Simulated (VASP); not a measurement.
VASP input:

### INCAR
```
SYSTEM = BaHfO3
PREC = Accurate
ENCUT = 400
EDIFF = 1E-6
NELM = 100
ALGO = Normal
LREAL = .FALSE.
LASPH = .TRUE.
ISMEAR = 0
SIGMA = 0.01
LMAXMIX = 6
LWAVE = .FALSE.
LCHARG = .FALSE.
ISIF = 2
```

File POSCAR:
```
BaHfO3
1
    4.1700000000     0.0000000000     0.0000000000
    0.0000000000     4.1700000000     0.0000000000
    0.0000000000     0.0000000000     4.1700000000
Ba Hf O
1 1 3
Direct
  0.0000000000   0.0000000000   0.0000000000
  0.5000000000   0.5000000000   0.5000000000
  0.5000000000   0.0000000000   0.5000000000
  0.0000000000   0.5000000000   0.5000000000
  0.5000000000   0.5000000000   0.0000000000
```

**KPOINTS**
```
Automatic
0
gamma
4 4 4
0 0 0
```

POTCAR, in this order: Ba_sv Hf_pv O (LDA.64 set). Program: vasp_std.

Q: Write an equivalent input for Quantum ESPRESSO's pw.x.

A: One equivalent input (not run):
```
&CONTROL
  calculation = 'scf'
  pseudo_dir = './pseudo'
  outdir = './out'
  tprnfor = .true.
  tstress = .true.
/
&SYSTEM
  ibrav = 0
  nat = 5
  ntyp = 3
  ecutwfc = 84
  occupations = 'smearing'
  smearing = 'gaussian'
  degauss = 0.000735
  input_dft = 'pz'
/
&ELECTRONS
  conv_thr = 7.3e-08
  electron_maxstep = 100
/
ATOMIC_SPECIES
  Ba 137.327 Ba.upf
  Hf 178.490 Hf.upf
  O 15.999 O.upf
CELL_PARAMETERS angstrom
     4.1700000    0.0000000    0.0000000
     0.0000000    4.1700000    0.0000000
     0.0000000    0.0000000    4.1700000
ATOMIC_POSITIONS crystal
  Ba   0.0000000  0.0000000  0.0000000
  Hf   0.5000000  0.5000000  0.5000000
  O    0.5000000  0.0000000  0.5000000
  O    0.0000000  0.5000000  0.5000000
  O    0.5000000  0.5000000  0.0000000
K_POINTS automatic
  4 4 4 0 0 0
```
Limits of the translation: the potentials are each code's own (VASP's PAW set, PseudoDojo norm-conserving files in pw.x), so ENCUT and ecutwfc are chosen apart and not converted; conv_thr bounds pw.x's estimated SCF error, while EDIFF bounds the energy change between steps.

The structure is a typed BaHfO3 crystal. The cell was not relaxed at this level. The run is one of a series of settings (GGA removed, POTCAR Ba_sv Hf_pv O (LDA.64 set) against the base run), some of them coarse on purpose.
